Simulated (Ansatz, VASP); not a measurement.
**Two plane-wave programs on Be2TeS2**

The input INCAR:

```
PREC = Accurate
ENCUT = 600
EDIFF = 1E-6
ISMEAR = 0
SIGMA = 0.1
LREAL = F
LASPH = T
NELM = 100
ALGO = Normal
ISIF = 3
LWAVE = F
LCHARG = F
GGA = PE
IVDW = 12
IBRION = 2
NSW = 100
EDIFFG = -0.01
```

Contents of KPOINTS:

```
Automatic mesh
0
Gamma
  12 12 4
```

POSCAR

```
Be2TeS2
1.0
    3.2851050630      0.0000000000      0.0000000000
    0.0000000000      3.2851050630      0.0000000000
    0.0000000000      0.0000000000      9.8338046189
Be Te S
2 1 2
Direct
    0.0000000000      0.0000000000      0.0000000000
    0.5000000000      0.5000000000      0.0000000000
    0.0000000000      0.0000000000      0.5000000000
    0.5000000000      0.0000000000      0.8709761512
    0.0000000000      0.5000000000      0.1290238488
```

Input for Ansatz:

```yaml
crystal:
  lattice:
    - [3.285105063, 0.0, 0.0]
    - [0.0, 3.285105063, 0.0]
    - [0.0, 0.0, 9.8338046189]
  atoms:
    - { symbol: Be, position: [0.0, 0.0, 0.0] }
    - { symbol: Be, position: [0.5, 0.5, 0.0] }
    - { symbol: Te, position: [0.0, 0.0, 0.5] }
    - { symbol: S, position: [0.5, 0.0, 0.8709761512] }
    - { symbol: S, position: [0.0, 0.5, 0.1290238488] }
basis:
  ecutwfc: 420
kpoints:
  mp_grid: { grid: [12, 12, 4] }
hamiltonian:
  xc: pbe
  dispersion: d3bj
scf:
  occupations: { method: gaussian, width: 0.1 }
output:
  forces: true
  stress: true
  eigenvalues: true
relax:
  adjacent_minimum: "off"
  f_tol: 0.01
  max_steps: 80
  cell: { stress_tol: 0.05 }
```

Alike in both runs: task relaxation of cell and atoms; functional PBE; dispersion D3(BJ); k mesh 12 × 12 × 4; occupations gaussian, width 0.1 eV; no spin polarisation.

```csv
,VASP,Ansatz
version,VASP 6.6.1,Ansatz 0.2.0
potentials or method,"VASP PAW PBE potentials, release 64 (Be, Te, S)","scalar-relativistic, plane waves, PAW"
plane-wave cutoff (eV),600,420
valence electrons in the cell,22,32
```

Ansatz gave:

```
gap on the k mesh at the Fermi level, each at its own relaxed structure (eV) : none
relaxed volume (Å³/atom)                                                     : 21.38
relaxed cell length with the largest relative difference (Å)                 : 9.859
```

Problem. What did VASP give for the same quantities?

Solution. gap on the k mesh at the Fermi level, each at its own relaxed structure (eV): none; relaxed volume (Å³/atom): 21.34; relaxed cell length with the largest relative difference (Å): 9.845.

A gap of «none» marks a metal or a gap that the smearing closes. The two sets of potentials don't hold the same shells in valence.

The runs have no spin-orbit coupling, so splittings on Te are missing.
